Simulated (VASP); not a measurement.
VASP ran on this input.

POSCAR:
```
Hf
1
    1.5555070000    -2.8299640000     0.0000000000
    1.5555070000     2.8299640000     0.0000000000
    0.0000000000     0.0000000000     5.0645630000
Hf
2
Direct
  0.3333330000   0.6666670000   0.2500000000
  0.6859900000   0.3526560000   0.7500000000
```

File KPOINTS:
```
Automatic
0
Gamma
 12 12 7
```

INCAR:
```
! general
SYSTEM  = Hf
PREC    = Accurate
ENCUT   = 400
LREAL   = .False.   ! projection in real space or not
LASPH   = .True.   ! aspherical one-centre terms
ISYM    = 0

! electronic loop
EDIFF   = 1E-6   ! SCF stop (eV)
NELM    = 100   ! most electronic steps
ALGO    = Normal   ! blocked Davidson
LMAXMIX = 6   ! l cut-off of mixed one-centre charges

! smearing
ISMEAR  = 1   ! Methfessel-Paxton
SIGMA   = 0.1

! functional
GGA     = PE   ! PBE

! ions
ISIF    = 2

! output
LWAVE   = .False.
LCHARG  = .False.
```

POTCAR, in this order: Hf_pv (PBE.64 set). Program: vasp_std.

Question: Translate this PBE calculation to Ansatz.

Answer: One equivalent input (not run):
Ansatz 0.2 input:
```yaml
crystal:
  lattice:
    - [1.5555070, -2.8299640, 0.0000000]
    - [1.5555070, 2.8299640, 0.0000000]
    - [0.0000000, 0.0000000, 5.0645630]
  symmetry: { detect: false }
  atoms:
    - { symbol: Hf, position: [0.3333330, 0.6666670, 0.2500000] }
    - { symbol: Hf, position: [0.6859900, 0.3526560, 0.7500000] }
kpoints:
  mp_grid: { grid: [12, 12, 7] }
hamiltonian:
  xc: pbe
  pseudopotentials: { kind: paw }
scf:
  occupations: { method: methfessel_paxton, width: 0.1 }
  max_iter: 100
output: { forces: true, stress: true, eigenvalues: true }
```
The two are equivalent in intent, not identical: each code has its own PAW files, so the cut-off isn't converted (ENCUT is set for VASP's; basis.ecutwfc is left out, and Ansatz then takes the one that its files recommend); Ansatz stops its SCF on the density residual and VASP on the energy change (EDIFF).

The compound is Hf in the hcp structure. The cell was not relaxed at this level, atoms are displaced from their ideal sites. The run is one of a series of settings (ISYM = 0 against the base run), some of them coarse on purpose.
